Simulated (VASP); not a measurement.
Level of theory: PBE GGA with D3 dispersion (Becke-Johnson damping), VASP's PBE PAW potentials (set 64) (plane waves; VASP).

VASP input:

**POSCAR**
```
CoAl
2.8188320
  0.9999998701   0.0000000000   0.0000000000
  0.0000000000   0.9999998701   0.0000000000
  0.0000000000   0.0000000000   0.9999998701
Al Co
1 1
direct
  0.5000000000   0.5000000000   0.5000000000
  0.0000000000   0.0000000000   0.0000000000
```

File KPOINTS:
```
K-points
0
G
14 14 14
0 0 0
```

INCAR:
```
SYSTEM=CoAl
PREC=Accurate; ENCUT=520; LREAL=F
LASPH=T
EDIFF=1E-7; NELM=100; ALGO=Normal
LMAXMIX=4
ISMEAR=-5
GGA=PE; IVDW=12
ISIF=2
LWAVE=F; LCHARG=T; LORBIT=11
NEDOS=601
```

POTCAR, in this order: Al Co (PBE.64 set). Program: vasp_std.

What VASP printed:

**OSZICAR**
```
       N       E                     dE             d eps       ncg     rms          rms(c)
DAV:   1     0.367922817404E+02    0.36792E+02   -0.53744E+03  2424   0.127E+03
DAV:   2    -0.123454955699E+02   -0.49138E+02   -0.46658E+02  2408   0.192E+02
DAV:   3    -0.136368162951E+02   -0.12913E+01   -0.12799E+01  2880   0.410E+01
DAV:   4    -0.136594692366E+02   -0.22653E-01   -0.22627E-01  2964   0.483E+00
DAV:   5    -0.136601234324E+02   -0.65420E-03   -0.65381E-03  2774   0.819E-01    0.128E+01
DAV:   6    -0.162076650545E+02   -0.25475E+01   -0.70433E+01  2688   0.127E+02    0.169E+01
DAV:   7    -0.119951350245E+02    0.42125E+01   -0.31060E+01  2638   0.806E+01    0.187E+00
DAV:   8    -0.119872992487E+02    0.78358E-02   -0.21571E-01  2520   0.418E+00    0.119E+00
DAV:   9    -0.119733625527E+02    0.13937E-01   -0.45934E-02  2938   0.305E+00    0.301E-01
DAV:  10    -0.119728788713E+02    0.48368E-03   -0.12429E-03  3096   0.497E-01    0.140E-01
DAV:  11    -0.119728646216E+02    0.14250E-04   -0.25372E-05  2890   0.480E-02    0.184E-02
DAV:  12    -0.119728570534E+02    0.75682E-05   -0.12169E-05  2810   0.489E-02    0.574E-03
DAV:  13    -0.119728567301E+02    0.32338E-06   -0.23817E-07  2178   0.462E-03    0.235E-03
DAV:  14    -0.119728563038E+02    0.42626E-06   -0.72644E-08  1266   0.262E-03    0.652E-04
DAV:  15    -0.119728563972E+02   -0.93375E-07   -0.77716E-09  1244   0.131E-03
   1 F= -.12871819E+02 E0= -.12871819E+02  d E =0.000000E+00
```

OUTCAR:
```
------------------------ aborting loop because EDIFF is reached ----------------------------------------
 Edisp (eV)   -0.89896
  FORCE on cell =-STRESS in cart. coord.  units (eV):
  Direction    XX          YY          ZZ          XY          YZ          ZX
  --------------------------------------------------------------------------------------
  Total      -0.00882    -0.00882    -0.00882     0.00000    -0.00000     0.00000
  in kB      -0.63124    -0.63124    -0.63124     0.00000    -0.00000     0.00000
  external pressure =       -0.63 kB  Pullay stress =        0.00 kB
  volume of cell :       22.40
      direct lattice vectors                 reciprocal lattice vectors
     2.818831634  0.000000000  0.000000000     0.354756910  0.000000000  0.000000000
     0.000000000  2.818831634  0.000000000     0.000000000  0.354756910  0.000000000
     0.000000000  0.000000000  2.818831634     0.000000000  0.000000000  0.354756910
 POSITION                                       TOTAL-FORCE (eV/Angst)
 -----------------------------------------------------------------------------------
      1.40942      1.40942      1.40942         0.000000      0.000000      0.000000
      0.00000      0.00000      0.00000         0.000000      0.000000      0.000000
 -----------------------------------------------------------------------------------
    total drift:                                0.000000      0.000000      0.000000
  FREE ENERGIE OF THE ION-ELECTRON SYSTEM (eV)
  ---------------------------------------------------
  free  energy   TOTEN  =       -12.8718193920 eV

  energy  without entropy=      -12.8718193920  energy(sigma->0) =      -12.87181939

 total charge

# of ion       s       p       d       tot
------------------------------------------
    1        0.399   0.443   0.000   0.842
    2        0.446   0.537   7.530   8.513
--------------------------------------------------
tot          0.845   0.980   7.530   9.355
```
(Selected blocks of OUTCAR.)

File OUTCAR:
```
 val. band max:       11.0946080369   @ k =   0.5000   0.3571   0.2857

 cond. band min:      11.0304793632   @ k =   0.5000   0.3571   0.0714


 Fermi energy:        11.0581085902

 k-point     1 :       0.0000    0.0000    0.0000
  band No.  band energies     occupation
      1      -0.2763      2.00000
      2       7.9085      2.00000
      3       7.9085      2.00000
      4      10.1353      2.00000
      5      10.1353      2.00000
      6      10.1353      2.00000
      7      17.1584      0.00000
      8      17.1584      0.00000
      9      17.1584      0.00000
     10      19.8932      0.00000

 k-point     2 :       0.0714    0.0000    0.0000
  band No.  band energies     occupation
      1      -0.1772      2.00000
      2       7.9000      2.00000
      3       7.9367      2.00000
      4      10.0809      2.00000
      5      10.0809      2.00000
      6      10.1410      2.00000
      7      16.2107      0.00000
      8      17.2968      0.00000
      9      17.2968      0.00000
     10      19.8772      0.00000

 k-point     3 :       0.1429    0.0000    0.0000
  band No.  band energies     occupation
      1       0.1182      2.00000
      2       7.8464      2.00000
      3       8.0168      2.00000
      4       9.9353      2.00000
      5       9.9353      2.00000
      6      10.1572      2.00000
      7      14.6463      0.00000
      8      17.6953      0.00000
      9      17.6953      0.00000
     10      19.8299      0.00000

 k-point     4 :       0.2143    0.0000    0.0000
  band No.  band energies     occupation
      1       0.6046      2.00000
      2       7.6573      2.00000
      3       8.1361      2.00000
      4       9.7401      2.00000
      5       9.7401      2.00000
      6      10.1806      2.00000
      7      13.2065      0.00000
      8      18.3146      0.00000
      9      18.3146      0.00000
     10      19.7550      0.00000

 k-point     5 :       0.2857    0.0000    0.0000
...
```

For a metal the tetrahedron method with Blöchl corrections gives inexact stress and forces.

The compound is CoAl in the CsCl type structure. It was relaxed first. The run is not spin-polarised, so no magnetic state was tried.
